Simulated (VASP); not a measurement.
Data:

```yaml
crystal:
  lattice:
    - [0.00000, 2.75934, 2.75934]
    - [2.75934, 0.00000, 2.75934]
    - [2.75934, 2.75934, 0.00000]
  atoms:
    - { symbol: Sn, position: [0.50000, 0.50000, 0.50000] }
    - { symbol: P, position: [0.00000, 0.00000, 0.00000] }
```

Level of theory: PBEsol GGA, VASP's PBE PAW potentials (set 64) (plane waves; VASP). Numerical set-up: 400 eV cut-off, 10×10×10 Γ-centred mesh, first-order Methfessel-Paxton smearing of 0.10 eV, potentials Sn_d P.

Unless said otherwise, spin-orbit coupling is left out, though it shifts the bands of the heavy elements here.

Estimate the energy per atom (σ→0), band gap (on the k-mesh) with the smallest direct gap where there is one.

```yaml
band gap (on the k-mesh): none (metal, semimetal or under 0.01 eV)
energy per atom (σ→0): -5.067 eV/atom
```

Only differences to runs with the same potentials and settings are physical.

The structure comes from a computed database's SnP entry (Fm-3m); how it stands against other phases isn't given here. It was relaxed first. The start is the result of an earlier pass. The electron count is odd and the run is not spin-polarised, which forces a metal.
